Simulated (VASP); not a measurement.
Runs of VASP 6.6.1 on Au. Symmetry: Fm-3m, No. 225, cubic system. The conventional cell has a = 4.079 Å, b = 4.079 Å, c = 4.079 Å, α = 90.00°, β = 90.00°, γ = 90.00°. Au (site symmetry m-3m) has 12 Au at 2.88 Å as nearest neighbours. 

```csv
level,potentials or basis,k mesh,gap on the mesh (eV),pressure (GPa)
PBE,"VASP PAW PBE potentials, release 64 (Au)",12 × 12 × 12,none,9.2
PBE,"VASP PAW PBE potentials, release 64 (Au)",28 × 28 × 28,none,9.2
PBEsol,"VASP PAW PBE potentials, release 64 (Au)",20 × 20 × 20,none,0.3
LDA,"VASP PAW LDA potentials, release 64 (Au)",20 × 20 × 20,none,(a)
PBE,"VASP PAW PBE potentials, release 64 (Au)",20 × 20 × 20,none,9.3
```

Alike in all rows: task optical spectrum; no spin polarisation; cell as given; cutoff (eV) 520; smearing fermi-dirac 0.05 eV.

Problem. Fill in the values left out.

Solution. (a) -3.7.

Caveats: the PAW data sets were made with another functional, which shifts forces and pressure a little (some runs).

A k mesh can miss the band edges, and the runs leave out spin-orbit coupling on Au.

A gap of «none» marks a metal or a gap under the smearing width.

Not every run made on this cell is shown here.
